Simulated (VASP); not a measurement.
**Zr (Zirconium): the relaxed cell at several levels**

How close do the usual functionals, with and without dispersion, come to the cell of Zr (Zirconium)? The levels: LDA, PBEsol, PBE, r2SCAN, PBE + D3(BJ), r2SCAN + rVV10, r2SCAN + D4 and rev-vdW-DF2. LASPH is on for some levels and off for others; the table marks which. The start is a cell from a database of measured crystal structures.

Program: VASP 6.6.1. Level of theory: LDA; plane waves and PAW (Zr_sv), in the first sound run; inputs show where later runs differ. Results are calculated unless marked as measured.

**Measured values to reproduce.**

“The preparation of Zr-deuteride and phase stability studies of the Zr-D system” (2017, arxiv:1701.02117) reports for Zr, hexagonal close-packed (alpha), by neutron powder diffraction, Rietveld (commercial-grade powder, deuterated, multiphase, after 286 C anneal, 300 K): lattice constant a (a of alpha-Zr after heat treatment) 3.2349 ± 0.0003 Å [alpha-Zr in a multiphase deuterated commercial-grade powder; may contain dissolved …]; lattice constant c (c of alpha-Zr after heat treatment) 5.1512 ± 0.0001 Å [alpha-Zr in a multiphase deuterated commercial-grade powder; may contain dissolved …].

This is a report of a sequence of runs, with most program output left out.

**1. The starting structure**

Before any relaxation, the start is as follows. The structure is hexagonal, space group P6_3/mmc (No. 194). The conventional cell has a = 3.232 Å, b = 3.232 Å, c = 5.147 Å, α = 90.00°, β = 90.00°, γ = 120.00°. Nearest to Zr lie 12 Zr at 3.18 to 3.23 Å.

Structure file:

```cif
data_structure
_symmetry_space_group_name_H-M 'P 1'
_symmetry_Int_Tables_number 1
_cell_length_a 3.2320
_cell_length_b 3.2320
_cell_length_c 5.1470
_cell_angle_alpha 90.000
_cell_angle_beta 90.000
_cell_angle_gamma 120.000
_cell_volume 46.56
loop_
_atom_site_label
_atom_site_type_symbol
_atom_site_fract_x
_atom_site_fract_y
_atom_site_fract_z
_atom_site_occupancy
Zr1 Zr 0.33333 0.66667 0.25000 1
Zr2 Zr 0.66667 0.33333 0.75000 1
```

**2. Relaxation with LDA**

Properties are meant for the cell that this level of theory prefers, so cell and atoms are relaxed first (ISIF = 3) until forces and stress are small; EDIFFG sets the threshold. LDA, the lowest rung, knows the local density alone.

Contents of INCAR:

```
SYSTEM = Zr
PREC = Accurate
ENCUT = 520
EDIFF = 1E-06
NELM = 100
ISMEAR = -1
SIGMA = 0.05
LREAL = .FALSE.
ALGO = Normal
GGA = CA
NBANDS = 18
LORBIT = 11
LWAVE = .FALSE.
LCHARG = .FALSE.
KPAR = 2
IBRION = 2
NSW = 60
ISIF = 3
EDIFFG = -0.01
```

Contents of POSCAR:

```
Zr
1.0
    3.2320000000      0.0000000000      0.0000000000
   -1.6160000000      2.7989941050      0.0000000000
    0.0000000000      0.0000000000      5.1470000000
Zr
2
Direct
    0.3333333333      0.6666666667      0.2500000000
    0.6666666667      0.3333333333      0.7500000000
```

Contents of KPOINTS:

```
Automatic mesh
0
Gamma
8 8 5
0 0 0
```

The projector-augmented-wave data sets are Zr_sv (PBE family, release 64).

On the command line:

```console
mpirun -np 2 vasp_std
```

Wall time 14 s (2 MPI ranks of Intel Xeon 6975P-C (Granite Rapids), shared host); peak memory 0.29 GiB; 27 s of CPU time.

The k-mesh is coarse for a metal. The PAW data sets were made with PBE, though LDA sets exist; this is a small mismatch. The run keeps the 24 symmetry operations of its start, so it cannot find a distortion of lower symmetry.

Relaxation path:

| step | energy less that of the first step (eV) | largest force (eV/Å) | pressure (GPa) | volume (Å³) |
| --- | --- | --- | --- | --- |
| 1 | 0.0000 | 0.0000 | -5.73 | 46.56 |
| 2 | 0.0011 | 0.0000 | 7.00 | 41.17 |
| 3 | -0.0525 | 0.0000 | 0.01 | 43.80 |
| 4 | -0.0525 | 0.0000 | 0.13 | 43.74 |
| 5 | -0.0544 | 0.0000 | 0.08 | 43.73 |
| 6 | -0.0550 | 0.0000 | 0.04 | 43.71 |
| 7 | -0.0550 | 0.0000 | 0.05 | 43.71 |

| conventional cell, symmetrised | before | after | change |
| --- | --- | --- | --- |
| a (Å) | 3.232 | 3.141 | -2.8 % |
| b (Å) | 3.232 | 3.141 | -2.8 % |
| c (Å) | 5.147 | 5.115 | -0.6 % |
| volume (Å³/atom) | 23.28 | 21.85 | -6.1 % |

The relaxed structure:

```cif
data_structure
_symmetry_space_group_name_H-M 'P 1'
_symmetry_Int_Tables_number 1
_cell_length_a 3.1411
_cell_length_b 3.1411
_cell_length_c 5.1153
_cell_angle_alpha 90.000
_cell_angle_beta 90.000
_cell_angle_gamma 120.000
_cell_volume 43.71
loop_
_atom_site_label
_atom_site_type_symbol
_atom_site_fract_x
_atom_site_fract_y
_atom_site_fract_z
_atom_site_occupancy
Zr1 Zr 0.33333 0.66667 0.25000 1
Zr2 Zr 0.66667 0.33333 0.75000 1
```

This step gave:

```
electrons                       : 24
bands                           : 18
irreducible k-points            : 30
symmetry operations             : 24
free energy (TOTEN)             : -18.67 eV
energy at zero smearing         : -18.66 eV
Fermi energy                    : 9.458 eV
pressure                        : 0.04527 GPa
metallic                        : yes
SCF cycles over all ionic steps : 51
```

It ends with forces that vanish by symmetry and a pressure of 0.05 GPa. The volume lies -6.1 % from that of the database's start, which holds the thermal and zero-point expansion of its experiment. LDA is known to overbind. The conventional cell has a = 3.141 and c = 5.115 Å.

**3. Relaxation with PBEsol**

This step: PBEsol; plane waves and PAW (Zr_sv) (VASP 6.6.1).

PBEsol restores the gradient expansion of exchange and is tuned for the cells of solids.

Edit INCAR of step 2 so:

```diff
@@ -9,3 +9,3 @@
 ALGO = Normal
-GGA = CA
+GGA = PS
 NBANDS = 18
```

POSCAR is that of step 2.

KPOINTS is that of step 2.

On the command line:

```console
mpirun -np 2 vasp_std
```

Run time: 13 s. Hardware: 2 MPI ranks; peak memory 0.32 GiB; 24 s of CPU time.

The PAW data sets were made with PBE, which is usual practice but a small mismatch for other functionals.

Step by step:

| step | energy less that of the first step (eV) | largest force (eV/Å) | pressure (GPa) | volume (Å³) |
| --- | --- | --- | --- | --- |
| 1 | 0.0000 | 0.0000 | -3.11 | 46.56 |
| 2 | -0.0013 | 0.0000 | 3.42 | 43.58 |
| 3 | -0.0159 | 0.0000 | 0.06 | 45.01 |
| 4 | -0.0168 | 0.0000 | 0.01 | 45.01 |
| 5 | -0.0169 | 0.0000 | -0.02 | 45.02 |

| conventional cell, symmetrised | before | after | change |
| --- | --- | --- | --- |
| a (Å) | 3.232 | 3.181 | -1.6 % |
| b (Å) | 3.232 | 3.181 | -1.6 % |
| c (Å) | 5.147 | 5.138 | -0.2 % |
| volume (Å³/atom) | 23.28 | 22.51 | -3.3 % |

Final coordinates:

```cif
data_structure
_symmetry_space_group_name_H-M 'P 1'
_symmetry_Int_Tables_number 1
_cell_length_a 3.1807
_cell_length_b 3.1807
_cell_length_c 5.1380
_cell_angle_alpha 90.000
_cell_angle_beta 90.000
_cell_angle_gamma 120.000
_cell_volume 45.02
loop_
_atom_site_label
_atom_site_type_symbol
_atom_site_fract_x
_atom_site_fract_y
_atom_site_fract_z
_atom_site_occupancy
Zr1 Zr 0.33333 0.66667 0.25000 1
Zr2 Zr 0.66667 0.33333 0.75000 1
```

This step gave:

| Item | Value |
| --- | --- |
| free energy (TOTEN) | -18.17 eV |
| energy at zero smearing | -18.16 eV |
| Fermi energy | 9.257 eV |
| pressure | -0.02228 GPa |
| SCF cycles over all ionic steps | 41 |

It ends at 22.51 Å³/atom, -3.3 % from the start, with -0.02 GPa left. The conventional cell has a = 3.181 and c = 5.138 Å.

**4. Relaxation with PBE**

This step: PBE; plane waves and PAW (Zr_sv) (VASP 6.6.1).

PBE, the usual starting point, adds the gradient of the density.

Edit INCAR of step 3 so:

```diff
@@ -9,3 +9,3 @@
 ALGO = Normal
-GGA = PS
+GGA = PE
 NBANDS = 18
```

POSCAR is that of step 3.

KPOINTS is that of step 3.

On the command line:

```console
mpirun -np 2 vasp_std
```

Wall time 10 s (2 MPI ranks); peak memory 0.32 GiB.

Step by step:

| step | energy less that of the first step (eV) | largest force (eV/Å) | pressure (GPa) | volume (Å³) |
| --- | --- | --- | --- | --- |
| 1 | 0.0000 | 0.0000 | 0.60 | 46.56 |
| 2 | -0.0008 | 0.0000 | -0.63 | 47.15 |
| 3 | -0.0012 | 0.0000 | -0.20 | 46.94 |
| 4 | -0.0015 | 0.0000 | -0.03 | 46.84 |

| conventional cell, symmetrised | before | after | change |
| --- | --- | --- | --- |
| a (Å) | 3.232 | 3.229 | -0.1 % |
| b (Å) | 3.232 | 3.229 | -0.1 % |
| c (Å) | 5.147 | 5.189 | +0.8 % |
| volume (Å³/atom) | 23.28 | 23.42 | +0.6 % |

The relaxed structure:

```
Zr
1.0
     3.22857    0.00000    0.00000
    -1.61428    2.79602    0.00000
     0.00000    0.00000    5.18878
Zr
2
Direct
  0.33333 0.66667 0.25000
  0.66667 0.33333 0.75000
```

It ends at 23.42 Å³/atom, +0.6 % from the start, with -0.03 GPa left. The conventional cell has a = 3.229 and c = 5.189 Å.

**5. Relaxation with r2SCAN**

This step: r2SCAN; plane waves and PAW (Zr_sv) (VASP 6.6.1).

r2SCAN adds the kinetic-energy density, costs more than a GGA and is run with LASPH.

Edit INCAR of step 4 so:

```diff
@@ -9,3 +9,4 @@
 ALGO = Normal
-GGA = PE
+METAGGA = R2SCAN
+LASPH = .TRUE.
 NBANDS = 18
```

POSCAR is that of step 4.

KPOINTS is that of step 4.

On the command line:

```console
mpirun -np 2 vasp_std
```

Wall time 36 s (2 MPI ranks); peak memory 0.33 GiB.

The steps of the relaxation:

| step | energy less that of the first step (eV) | largest force (eV/Å) | pressure (GPa) | volume (Å³) |
| --- | --- | --- | --- | --- |
| 1 | 0.0000 | 0.0000 | 1.04 | 46.56 |
| 2 | 0.0003 | 0.0000 | -1.08 | 47.59 |
| 3 | -0.0015 | 0.0000 | 0.01 | 47.05 |

| conventional cell, symmetrised | before | after | change |
| --- | --- | --- | --- |
| a (Å) | 3.232 | 3.242 | +0.3 % |
| b (Å) | 3.232 | 3.242 | +0.3 % |
| c (Å) | 5.147 | 5.168 | +0.4 % |
| volume (Å³/atom) | 23.28 | 23.52 | +1.0 % |

The relaxed structure:

```xyz
2
Lattice="3.2423 0.0000 0.0000 -1.6212 2.8079 0.0000 0.0000 0.0000 5.1676" Properties=species:S:1:pos:R:3 pbc="T T T"
Zr    0.0000    1.8720    1.2919
Zr    1.6212    0.9360    3.8757
```

It ends at 23.52 Å³/atom, +1.0 % from the start, with 0.01 GPa left. The conventional cell has a = 3.242 and c = 5.168 Å.

**6. Relaxation with PBE + D3(BJ)**

This step: PBE with D3(BJ); plane waves and PAW (Zr_sv) (VASP 6.6.1).

A dispersion term adds the long-range attraction that semilocal functionals lack. D3 with Becke-Johnson damping keeps a finite attraction at short range.

Edit INCAR of step 5 so:

```diff
@@ -9,4 +9,4 @@
 ALGO = Normal
-METAGGA = R2SCAN
-LASPH = .TRUE.
+GGA = PE
+IVDW = 12
 NBANDS = 18
```

POSCAR is that of step 5.

KPOINTS is that of step 5.

On the command line:

```console
mpirun -np 2 vasp_std
```

Elapsed: 14 s, on 2 MPI ranks; peak memory 0.34 GiB.

Dispersion corrections of this kind ignore metallic screening and tend to overbind metals.

It ends at 22.46 Å³/atom, -3.5 % from the start, with 0.06 GPa left. The conventional cell has a = 3.179 and c = 5.134 Å. Against plain PBE, the dispersion term moves a by -1.5 % and c by -1.1 %.

**7. Relaxation with r2SCAN + rVV10**

This step: r2SCAN with rVV10; plane waves and PAW (Zr_sv) (VASP 6.6.1).

LUSE_VDW switches on a nonlocal correlation term for dispersion.

Edit INCAR of step 6 so:

```diff
@@ -9,4 +9,8 @@
 ALGO = Normal
-GGA = PE
-IVDW = 12
+METAGGA = R2SCAN
+LUSE_VDW = .TRUE.
+IVDW_NL = 2
+BPARAM = 11.95
+CPARAM = 0.0093
+LASPH = .TRUE.
 NBANDS = 18
```

POSCAR is that of step 6.

KPOINTS is that of step 6.

On the command line:

```console
mpirun -np 2 vasp_std
```

Wall time 72 s (2 MPI ranks); peak memory 0.53 GiB.

It ends at 23.33 Å³/atom, +0.2 % from the start, with -0.02 GPa left. The conventional cell has a = 3.234 and c = 5.153 Å. Against plain r2SCAN, the dispersion term moves a by -0.3 % and c by -0.3 %.

**8. Relaxation with r2SCAN + D4**

This step: r2SCAN with D4; plane waves and PAW (Zr_sv) (VASP 6.6.1).

D4 lets the coefficients depend on atomic charges too.

Edit INCAR of step 7 so:

```diff
@@ -10,6 +10,7 @@
 METAGGA = R2SCAN
-LUSE_VDW = .TRUE.
-IVDW_NL = 2
-BPARAM = 11.95
-CPARAM = 0.0093
+IVDW = 13
+VDW_S6 = 1
+VDW_S8 = 0.6018749
+VDW_A1 = 0.51559235
+VDW_A2 = 5.77342911
 LASPH = .TRUE.
```

POSCAR is that of step 7.

KPOINTS is that of step 7.

On the command line:

```console
mpirun -np 2 vasp_std
```

It took 33 s on 2 MPI ranks; peak memory 0.33 GiB; 64 s of CPU time.

It ends at 23.42 Å³/atom, +0.6 % from the start, with 0.00 GPa left. The conventional cell has a = 3.238 and c = 5.160 Å. Against plain r2SCAN, the dispersion term moves a by -0.1 % and c by -0.1 %.

**9. Relaxation with rev-vdW-DF2**

This step: rev-vdW-DF2; plane waves and PAW (Zr_sv) (VASP 6.6.1).

rev-vdW-DF2 revises the exchange of vdW-DF2 for solids.

Edit INCAR of step 8 so:

```diff
@@ -9,8 +9,8 @@
 ALGO = Normal
-METAGGA = R2SCAN
-IVDW = 13
-VDW_S6 = 1
-VDW_S8 = 0.6018749
-VDW_A1 = 0.51559235
-VDW_A2 = 5.77342911
+GGA = MK
+AGGAC = 0
+LUSE_VDW = .TRUE.
+PARAM1 = 0.1234
+PARAM2 = 0.711357
+ZAB_VDW = -1.8867
 LASPH = .TRUE.
```

POSCAR is that of step 8.

KPOINTS is that of step 8.

On the command line:

```console
mpirun -np 2 vasp_std
```

Elapsed: 84 s, on 2 MPI ranks; peak memory 0.65 GiB; 2.8 min of CPU time.

It ends at 22.89 Å³/atom, -1.7 % from the start, with 0.01 GPa left. The conventional cell has a = 3.200 and c = 5.164 Å.

**10. The cells as a table**

This step: relaxed cells at several levels; plane waves and PAW (VASP 6.6.1).

Derived from the runs above.

Lengths are those of the conventional cell; cost is the wall time of each run, as given at its step, times its ranks, without the set-up around it; LASPH differs between rows, which moves results and costs too. Results by level, by row:

| level | volume (Å³/atom) | change from the start (%) | a (Å) | c (Å) | cost (core minutes) | LASPH |
| --- | --- | --- | --- | --- | --- | --- |
| LDA | 21.85 | -6.1 | 3.141 | 5.115 | 0.473 | off |
| PBEsol | 22.51 | -3.3 | 3.181 | 5.138 | 0.42 | off |
| PBE | 23.42 | 0.6 | 3.229 | 5.189 | 0.347 | off |
| r2SCAN | 23.52 | 1 | 3.242 | 5.168 | 1.2 | on |
| PBE + D3(BJ) | 22.46 | -3.5 | 3.179 | 5.134 | 0.48 | off |
| r2SCAN + rVV10 | 23.33 | 0.2 | 3.234 | 5.153 | 2.4 | on |
| r2SCAN + D4 | 23.42 | 0.6 | 3.238 | 5.16 | 1.1 | on |
| rev-vdW-DF2 | 22.89 | -1.7 | 3.2 | 5.164 | 2.8 | on |

**11. What came out**

| Item | Value |
| --- | --- |
| volume, LDA | 21.85 Å³/atom |
| volume, PBEsol | 22.51 Å³/atom |
| volume, PBE | 23.42 Å³/atom |
| volume, r2SCAN | 23.52 Å³/atom |
| volume, PBE + D3(BJ) | 22.46 Å³/atom |
| volume, r2SCAN + rVV10 | 23.33 Å³/atom |
| volume, r2SCAN + D4 | 23.42 Å³/atom |
| volume, rev-vdW-DF2 | 22.89 Å³/atom |

In words: For Zr (Zirconium) the levels give volumes between 21.85 Å³/atom (LDA) and 23.52 Å³/atom (r2SCAN), a spread of 7.6 %, while the cost of the finished runs spans a factor of 8.1. Within 1 % of experiment on every length: PBE, r2SCAN, r2SCAN + rVV10 and r2SCAN + D4. The nearest, r2SCAN + rVV10, took 6.9 times the core time of PBE and lowers the largest miss from 0.73 to 0.04 %. Thermal and zero-point expansion, often some tenths of a per cent in length, bear on this order: with the measured lengths lowered by an assumed 0.4 % the nearest is still r2SCAN + rVV10. The costs hold the number of ionic steps as well as the price of the functional. The closing table has room for seven levels; rev-vdW-DF2 stands in the table of levels alone. Adding D3(BJ) to PBE changes the volume by -4.1 % (a by -1.5 % and c by -1.1 %). Adding rVV10 to r2SCAN changes the volume by -0.8 % (a by -0.3 % and c by -0.3 %). Adding D4 to r2SCAN changes the volume by -0.4 % (a by -0.1 % and c by -0.1 %). Pairwise corrections of the D and TS kind ignore the screening in a metal, so they may overbind here. Within 0.02 Å all end in space group P6_3/mmc; the runs can't lower the symmetry of the start. The k-sampling is coarse for a metal, so the Fermi level, pressures and the shape of the cell carry errors. LASPH is on for some levels and off for others, so differences between them are not the functional's alone. Each is a single relaxation on the plane waves of the start cell, so larger changes of volume carry a basis-set error that was not tested here.

Computed beside measured:

| quantity | measured | LDA | PBEsol | PBE | r2SCAN | PBE + D3(BJ) | r2SCAN + rVV10 | r2SCAN + D4 |
| --- | --- | --- | --- | --- | --- | --- | --- | --- |
| lattice constant a (Å) | 3.2349 | 3.141 (-2.9 %) | 3.181 (-1.7 %) | 3.229 (-0.2 %) | 3.242 (+0.2 %) | 3.179 (-1.7 %) | 3.234 (-0.0 %) | 3.238 (+0.1 %) |
| lattice constant c (Å) | 5.1512 | 5.115 (-0.7 %) | 5.138 (-0.3 %) | 5.189 (+0.7 %) | 5.168 (+0.3 %) | 5.134 (-0.3 %) | 5.153 (+0.0 %) | 5.160 (+0.2 %) |

Measured values from arxiv:1701.02117 (2017).

Verdict: For the lattice constant a, of the levels listed nearest comes r2SCAN + rVV10 (-0.0 %, good agreement) and farthest LDA (-2.9 %, a clear miss). For the lattice constant c, of the levels listed nearest comes r2SCAN + rVV10 (+0.0 %, good agreement) and farthest PBE (+0.7 %, good agreement). The grades are ours: good and fair within 0.7 and 1.5 % for the lattice constant a and 0.8 and 2 % for the lattice constant c. Zero-point motion and thermal expansion (measured at up to 300 K) are not in the computed lattice constants.

[Lines on the potential files, build, host, timing and source positions are cut from VASP's logs without a mark.]

[Logs are printed without paths, hosts, clocks, repeated set-up lines and the standing remarks that a program may print on its own settings, such as how far it seeks lower states.]

[Hosts, paths, dates, database ids (printed as entryN), source tags and the programs' standing remarks are cut or masked in the printed files.]

[A measured line is paired with the nearest computed mode of its activity, which favours agreement.]
